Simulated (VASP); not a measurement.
## MoV3 (ordered alloy cell): computed properties

Method: PBEsol GGA, VASP's PBE PAW potentials (set 64) (plane waves; VASP 6.6.1).

- space group = R-3m (166)
- cell = a = 8.3384 Å, b = 8.3384 Å, c = 2.6814 Å, α = 90.00°, β = 90.00°, γ = 120.00°
- volume per atom = 13.45 Å³/atom
- band gap (over mesh and band path) = none (metal, semimetal or under 0.01 eV)
- density = 7.68 g/cm³

```xyz
4
Lattice="-2.9974 2.8987 2.9974 2.8987 -2.9974 2.9974 1.5481 1.5481 -1.5481" Properties=species:S:1:pos:R:3 pbc="T T T"
V      0.0000     0.0000     0.0000
V      1.4493    -1.4987     1.4987
V     -1.4987     1.4493     1.4987
Mo    -0.0494    -0.0494     2.9974
```

The structure was generated: MoV3 was put into an ordered model structure (R-3m), which need not be its known phase. It was relaxed first, which changed the volume by -6 %. Symmetry was kept, so distortions that lower it aren't found. The run is not spin-polarised, so no magnetic state was tried. The electron count is odd and the run is not spin-polarised, which forces a metal.
